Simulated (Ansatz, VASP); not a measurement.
# Cross-check of HfO2 between VASP and Ansatz

One calculation is typed for both programs; each brings its own data sets. How far apart do they land? The structure shown is the start of the Ansatz relaxation below; VASP solves that cell, so the two are compared at the walk's first step.

Calculated with Ansatz 0.2.0; plane waves, with VASP 6.6.1 beside it; single point at LDA.

## (1) Starting point

The structure is monoclinic, space group P2_1/c (No. 14). Conventional cell: a = 5.003 Å, b = 5.293 Å, c = 5.019 Å, α = 90.00°, β = 96.23°, γ = 90.00°. Nearest to O lie 4 Hf at 2.12 to 2.20 Å. Nearest to O lie 3 Hf at 2.04 to 2.24 Å. Nearest to Hf lie 7 O at 2.04 to 2.24 Å. Farther neighbours and most contacts between anions are not listed.

Coordinates:

```cif
data_structure
_symmetry_space_group_name_H-M 'P 1'
_symmetry_Int_Tables_number 1
_cell_length_a 5.0027
_cell_length_b 5.2934
_cell_length_c 5.0193
_cell_angle_alpha 90.000
_cell_angle_beta 96.230
_cell_angle_gamma 90.000
_cell_volume 132.14
loop_
_atom_site_label
_atom_site_type_symbol
_atom_site_fract_x
_atom_site_fract_y
_atom_site_fract_z
_atom_site_occupancy
O1 O 0.44140 0.76209 0.49253 1
O2 O 0.55860 0.26209 0.00747 1
O3 O 0.55860 0.23791 0.50747 1
O4 O 0.44140 0.73791 0.99253 1
O5 O 0.10237 0.38903 0.29261 1
O6 O 0.89763 0.88903 0.20739 1
O7 O 0.89763 0.61097 0.70739 1
O8 O 0.10237 0.11097 0.79261 1
Hf9 Hf 0.27535 0.03786 0.21679 1
Hf10 Hf 0.72465 0.53786 0.28321 1
Hf11 Hf 0.72465 0.96214 0.78321 1
Hf12 Hf 0.27535 0.46214 0.71679 1
```

## (2) Ansatz: relaxation, LDA

Ansatz runs on its PAW soft_1 files.

The two programs are compared at the cell with which this relaxation starts, whose forces are those of its first step.

Input file input.yaml:

```yaml
crystal:
  lattice:
    - [5.0006116257, 0.0, 0.1460072564]
    - [0.0, 5.293430366, 0.0]
    - [-0.6901122429, 0.0, 4.9716628414]
  atoms:
    - { symbol: O, position: [0.4414007207, 0.7620857016, 0.4925259616] }
    - { symbol: O, position: [0.5585992793, 0.2620857016, 0.0074740384] }
    - { symbol: O, position: [0.5585992793, 0.2379142984, 0.5074740384] }
    - { symbol: O, position: [0.4414007207, 0.7379142984, 0.9925259616] }
    - { symbol: O, position: [0.1023664088, 0.3890300914, 0.2926147405] }
    - { symbol: O, position: [0.8976335912, 0.8890300914, 0.2073852595] }
    - { symbol: O, position: [0.8976335912, 0.6109699086, 0.7073852595] }
    - { symbol: O, position: [0.1023664088, 0.1109699086, 0.7926147405] }
    - { symbol: Hf, position: [0.275348455, 0.0378606041, 0.2167941944] }
    - { symbol: Hf, position: [0.724651545, 0.5378606041, 0.2832058056] }
    - { symbol: Hf, position: [0.724651545, 0.9621393959, 0.7832058056] }
    - { symbol: Hf, position: [0.275348455, 0.4621393959, 0.7167941944] }
kpoints:
  mp_grid: { grid: [4, 4, 4] }
hamiltonian:
  xc: lda
  pseudopotentials: { kind: paw, azcp: { folder: soft_1 }, xc_functional: pbe }
scf:
  occupations: { method: fixed }
output:
  forces: true
  stress: true
  eigenvalues: true
relax:
  adjacent_minimum: "off"
  f_tol: 0.001
  max_steps: 60
  cell: { stress_tol: 0.01, fix: [volume] }
```

On the command line:

```sh
ansatz run input.yaml --threads 8 --pin off --max-ram 20480MiB --backend cpu --events-out ev --progress --plain --runs-dir out
```

Numbers of over 12 decimals in the logs are rounded to 6 here.

What it wrote:

```text
Engine: ansatz 0.2.0, aarch64-unknown-linux-gnu
Pseudopotentials: kind: paw
Pseudopotential: O, paw, valence charge 6, recommended cutoff 420 eV (normal), soft_1/O.paw.azcp
Pseudopotential: Hf, paw, valence charge 26, recommended cutoff 420 eV (normal), soft_1/Hf.paw.azcp
Functional definition: SPW92
  exchange = slater_x
  correlation = pw_c
Crystal: 12 atoms, lattice volume = 132.135 Å³
Basis set: ecut = 420 eV, 2595 PW (Γ)
Bands: 92, of which v1, the nominal top of the filled ones, is band 76 counted from 1 (75 counted from 0)
Symmetry: 4 space group operations
Space group: P21/c (ITA 14), of the structure as read, at distance tolerance 5.1e-5 Å
k-points: 30 of 64
Non-local potential: O, projectors of the file, l = 0: 2, l = 1: 2, l = 2: 1
Non-local potential: Hf, projectors of the file, l = 0: 3, l = 1: 2, l = 2: 2, l = 3: 3
PAW form: soft (Blöchl's): semilocal exchange-correlation on the pseudo side does not see the compensation charge
PAW frozen core: O, regenerated for the run's functional, and the local potential with it (the file was generated under x = pbe(κ = 0.804, μ = 0.219515), c = pbe(β = 0.066725))
PAW frozen core: Hf, regenerated for the run's functional, and the local potential with it (the file was generated under x = pbe(κ = 0.804, μ = 0.219515), c = pbe(β = 0.066725))
PAW one-centre angular grid: O, 110 points (default); XC on 64 Gauss nodes
PAW one-centre angular grid: Hf, 590 points (default); XC on 64 Gauss nodes
Initial density: superposition of atomic densities (chi_scale 0.1, normalization cell, long waves kept (reshape's long-wave potential 0.01 eV rms))
Initial wavefunctions: pseudopotential atomic-orbital guess
Functional: x = slater, c = lda
SCF iter   1: F=—  HF=-66377.984351 eV  |F-HF|=—  |Δ(HF+E_count)|=         —  Δρ=9.68e-2  dr2=1.00e1  ethr=3.10e-3  ⟨swp⟩=4.8  Hψ=7771  notcnv=0  defer=373
preconditioner: auto → Resta (q_TF=auto, 2.793 Å⁻¹)  ε∞=5.1  [insulator: Δε(μ)=3.576 eV  Ē_g=19.153 eV  n_scr=52 (ndim 8)  ℏωp=38.8 eV  f_vac=0.000  ε∞_Penn≈5.1]
SCF iter   2: F=—  HF=-66375.535238 eV  |F-HF|=—  |Δ(HF+E_count)|=    2.45e0  Δρ=4.16e-2  dr2=2.00e0  ethr=3.10e-3  ⟨swp⟩=2.7  Hψ=5597  notcnv=0  defer=368
SCF iter   3: F=—  HF=-66374.901156 eV  |F-HF|=—  |Δ(HF+E_count)|=   6.34e-1  Δρ=2.29e-2  dr2=6.59e-1  ethr=1.31e-3  ⟨swp⟩=2.0  Hψ=4237  notcnv=0  defer=417
SCF iter   4: F=—  HF=-66374.720238 eV  |F-HF|=—  |Δ(HF+E_count)|=   1.81e-1  Δρ=7.67e-3  dr2=4.40e-2  ethr=4.33e-4  ⟨swp⟩=2.9  Hψ=4907  notcnv=0  defer=418
SCF iter   5: F=—  HF=-66374.735976 eV  |F-HF|=—  |Δ(HF+E_count)|=   1.57e-2  Δρ=3.20e-3  dr2=1.40e-2  ethr=2.89e-5  ⟨swp⟩=2.0  Hψ=4445  notcnv=0  defer=420
SCF iter   6: F=—  HF=-66374.724561 eV  |F-HF|=—  |Δ(HF+E_count)|=   1.14e-2  Δρ=6.46e-4  dr2=5.08e-4  ethr=9.24e-6  ⟨swp⟩=2.0  Hψ=4839  notcnv=0  defer=420
SCF iter   7: F=—  HF=-66374.725147 eV  |F-HF|=—  |Δ(HF+E_count)|=   5.85e-4  Δρ=5.22e-4  dr2=2.70e-4  ethr=3.34e-7  ⟨swp⟩=2.0  Hψ=4825  notcnv=0  defer=405
SCF iter   8: F=—  HF=-66374.725112 eV  |F-HF|=—  |Δ(HF+E_count)|=   3.44e-5  Δρ=2.68e-4  dr2=7.99e-5  ethr=1.77e-7  ⟨swp⟩=2.0  Hψ=4320  notcnv=0  defer=262
SCF iter   9: F=—  HF=-66374.725095 eV  |F-HF|=—  |Δ(HF+E_count)|=   1.76e-5  Δρ=3.36e-5  dr2=1.24e-6  ethr=5.26e-8  ⟨swp⟩=2.0  Hψ=4414  notcnv=0  defer=262
SCF iter  10: F=-66374.725095 eV  HF=-66374.725095 eV  |F-HF|=1.07e-8  |Δ(HF+E_count)|=   2.07e-7  Δρ=6.49e-6  dr2=4.74e-8  ethr=6.58e-11  ⟨swp⟩=12.3  Hψ=17226  notcnv=0
SCF 1 converged in 10 iterations: F = -66374.725095 eV  dr2 = 4.74e-8
  greatest PAW one-centre occupation: 0.999 electrons in one spin orbital (limit 2), on the Hf atom at site 11 (counted from 0), in its partial waves of l = 3
relax step   1: F+E_penalty+E_count = -66374.72509494 eV  Δ(F+E_penalty+E_count) = +0.000e0 eV  max|allowed force component| = 4.127e-1 eV/Å  Δτ_max = 0.0000 Å  P = -9.430 GPa  Ω = 132.135 Å³  fix = [volume]  reactions: volume -9.430 GPa  (10 SCF iters, dr2 threshold 1.00e-7 eV, accepted)
Basis set: ecut = 420 eV, 2577 PW (Γ)
Initial density: handed on by an earlier stage of this run
Initial wavefunctions: those handed on with the density
iter 1 solved again at ethr=5.90e-5 eV; its pass at ethr=3.10e-3 eV (dr2=8.97e-2 eV) is discarded
SCF iter   1: F=—  HF=-66375.038950 eV  |F-HF|=—  |Δ(HF+E_count)|=         —  Δρ=1.23e-2  dr2=9.15e-2  ethr=5.90e-5  ⟨swp⟩=2.0  Hψ=13003  notcnv=0  defer=420
preconditioner: auto → Resta (q_TF=auto, 2.793 Å⁻¹)  ε∞=5.5  [insulator: Δε(μ)=4.452 eV  Ē_g=18.190 eV  n_scr=48 (ndim 8)  ℏωp=38.8 eV  f_vac=0.035  ε∞_Penn≈5.5]
SCF iter   2: F=—  HF=-66375.020699 eV  |F-HF|=—  |Δ(HF+E_count)|=   1.83e-2  Δρ=6.38e-3  dr2=2.58e-2  ethr=5.90e-5  ⟨swp⟩=3.7  Hψ=4798  notcnv=0  defer=420
SCF iter   3: F=—  HF=-66375.015660 eV  |F-HF|=—  |Δ(HF+E_count)|=   5.04e-3  Δρ=1.70e-3  dr2=2.90e-3  ethr=1.70e-5  ⟨swp⟩=3.0  Hψ=4766  notcnv=0  defer=420
[...]
preconditioner: auto → Resta (q_TF=auto, 2.793 Å⁻¹)  ε∞=5.5  [insulator: Δε(μ)=3.995 eV  Ē_g=18.253 eV  n_scr=48 (ndim 8)  ℏωp=38.8 eV  f_vac=0.063  ε∞_Penn≈5.5]
SCF iter   2: F=—  HF=-66375.208404 eV  |F-HF|=—  |Δ(HF+E_count)|=   9.08e-6  Δρ=1.12e-6  dr2=6.07e-10  ethr=1.00e-12  ⟨swp⟩=5.5  Hψ=9707  notcnv=0  defer=347
SCF iter   3: F=—  HF=-66375.208404 eV  |F-HF|=—  |Δ(HF+E_count)|=  8.73e-11  Δρ=5.56e-7  dr2=1.67e-10  ethr=1.00e-12  ⟨swp⟩=2.2  Hψ=4056  notcnv=0  defer=347
SCF iter   4: F=—  HF=-66375.208404 eV  |F-HF|=—  |Δ(HF+E_count)|=  2.91e-11  Δρ=2.29e-7  dr2=4.00e-11  ethr=1.00e-12  ⟨swp⟩=1.0  Hψ=2461  notcnv=0  defer=347
SCF iter   5: F=—  HF=-66375.208404 eV  |F-HF|=—  |Δ(HF+E_count)|=    0.00e0  Δρ=7.69e-8  dr2=6.96e-12  ethr=1.00e-12  ⟨swp⟩=1.0  Hψ=2461  notcnv=0  defer=347
SCF iter   6: F=-66375.208404 eV  HF=-66375.208404 eV  |F-HF|=2.91e-11  |Δ(HF+E_count)|=    0.00e0  Δρ=3.37e-8  dr2=1.23e-12  ethr=1.00e-12  ⟨swp⟩=14.1  Hψ=17215  notcnv=0
SCF 15 converged in 6 iterations: F = -66375.208404 eV  dr2 = 1.23e-12
relax step  15: F+E_penalty+E_count = -66375.20840434 eV  Δ(F+E_penalty+E_count) = -6.920e-5 eV  max|allowed force component| = 8.332e-5 eV/Å  Δτ_max = 0.0000 Å  P = +1.813 GPa  Ω = 132.135 Å³  fix = [volume]  reactions: volume +1.813 GPa  stress off target by 1.97e-3 GPa on what of the cell is left free  SCF on the basis re-selected at this cell (its energy is not comparable with the rows above)  (6 SCF iters)
basis re-selected at this cell: Δ(F+E_penalty+E_count) = -6.920e-5 eV, ΔP = +0.000 GPa vs the last step (what re-selecting the basis moved, of the pressure what is left beyond the Pulay correction that the steps carried, after the strain that the cell walked since its last selection, with what the two solves' SCF thresholds leave and, on support functions, any second-order correction that the steps lacked; it is no m [...]
SCF converged after 6 iterations
Free energy (F): -66375.208404 eV
Harris-Foulkes:  -66375.208404 eV  (|F-HF|=2.91e-11)
Internal energy: -66375.208404 eV  (E = F + TS)
E sigma→0 (E₀):  -66375.208404 eV
Fermi energy:    13.371455 eV
--- Per-component energies (eV) ---
  E_band       = -84.239615
  E_kinetic    = 2978.262690
  E_local      = -29062.128164  (includes V_loc(G=0)·N_el)
  E_nonlocal   = 750.118394
  E_hartree    = 13823.537004
  E_xc         = -1623.389592
  E_vxc        = -1747.701308  (∫ρ·V_xc dr)
  E_paw        = -31048.333676  (= ΣΔE_a)
  E_vpaw       = -649.871961  (= ΣTr[D̂ρ^β])
  E_aug_tail   = 0.006681  (compensation charges beyond the density's cutoff)
  E_ewald      = -22203.885465
  E_core_change = 10.603724  (= ΣΔE_core)
  E_smearing   = -0.000000  (= −TS)
  E_closure    = -0.000000  (closes the sum)
  Σ components = -66375.208404   (vs F -66375.208404, Δ=0.00e0)
--- Forces (eV/Å), atoms counted from 1 ---
  atom   1  O      0.00008332     0.00006112     0.00001118
  atom   2  O     -0.00008332     0.00006112    -0.00001118
  atom   3  O     -0.00008332    -0.00006112    -0.00001118
  atom   4  O      0.00008332    -0.00006112     0.00001118
  atom   5  O      0.00001651    -0.00003191     0.00002855
  atom   6  O     -0.00001651    -0.00003191    -0.00002855
  atom   7  O     -0.00001651     0.00003191    -0.00002855
  atom   8  O      0.00001651     0.00003191     0.00002855
  atom   9  Hf     0.00000282     0.00002886    -0.00001174
  atom  10  Hf    -0.00000282     0.00002886     0.00001174
  atom  11  Hf    -0.00000282    -0.00002886     0.00001174
  atom  12  Hf     0.00000282    -0.00002886    -0.00001174
  max |Σ_I F_I| component: 0.00e0 eV/Å
--- Stress (GPa, compression-positive) ---
        1.813627       0.000000      -0.001546
        0.000000       1.812182       0.000000
       -0.001546       0.000000       1.813156
  P = ⅓ Tr σ = 1.8130 GPa (18.130 kbar)
--- Band table (eV; the first three rows and the last of 30) ---
  k-point 0: bands = [... 72 lower, 12.7425, 12.9788, 13.2442, 13.3715, 17.7761, 18.6085, 18.6928, 18.9473, ... 12 higher]
  k-point 1: bands = [... 72 lower, 12.5412, 12.8802, 13.0675, 13.2174, 17.9130, 18.3468, 18.5871, 18.9682, ... 12 higher]
  k-point 2: bands = [... 72 lower, 12.5124, 12.5124, 12.9445, 12.9445, 18.0978, 18.0978, 18.6752, 18.6752, ... 12 higher]
  k-point 29: bands = [... 72 lower, 12.2415, 12.2415, 12.6897, 12.6897, 18.0433, 18.0433, 18.7068, 18.7068, ... 12 higher]
--- Relaxed structure (12 steps of the walk, 11 accepted, 3 SCFs on fresh bases) ---
  F+E_penalty+E_count = -66375.20840434 eV   max|allowed force component| = 8.332e-5 eV/Å   (the final SCF, on the basis selected at the relaxed cell)
  cell:  # Å, volume = 132.1352 Å³
    - [5.025518, 4.889765542376899e-17, -0.000723877]
    - [5.3009716940459246e-17, 5.139748, -4.276960553272459e-17]
    - [-0.843637, -4.708075784323204e-17, 5.115714]
  atoms:
    - { symbol: O, position: [0.445207, 0.759190, 0.482550] }
    - { symbol: O, position: [0.554793, 0.259190, 0.017450] }
    - { symbol: O, position: [0.554793, 0.240810, 0.517450] }
    - { symbol: O, position: [0.445207, 0.740810, 0.982550] }
    - { symbol: O, position: [0.076029, 0.346723, 0.332703] }
    - { symbol: O, position: [0.923971, 0.846723, 0.167297] }
    - { symbol: O, position: [0.923971, 0.653277, 0.667297] }
    - { symbol: O, position: [0.076029, 0.153277, 0.832703] }
    - { symbol: Hf, position: [0.278025, 0.042369, 0.208512] }
    - { symbol: Hf, position: [0.721975, 0.542369, 0.291488] }
    - { symbol: Hf, position: [0.721975, 0.957631, 0.791488] }
    - { symbol: Hf, position: [0.278025, 0.457631, 0.708512] }
```

(Part 1 of 2 ends here.)

[Lines on the potential files, build, host, timing and source positions are cut from VASP's logs without a mark.]

[Logs are printed without paths, hosts, clocks, repeated set-up lines and the standing remarks that a program may print on its own settings, such as how far it seeks lower states.]

[Hosts, paths, dates, database ids (printed as entryN), source tags and the programs' standing remarks are cut or masked in the printed files.]
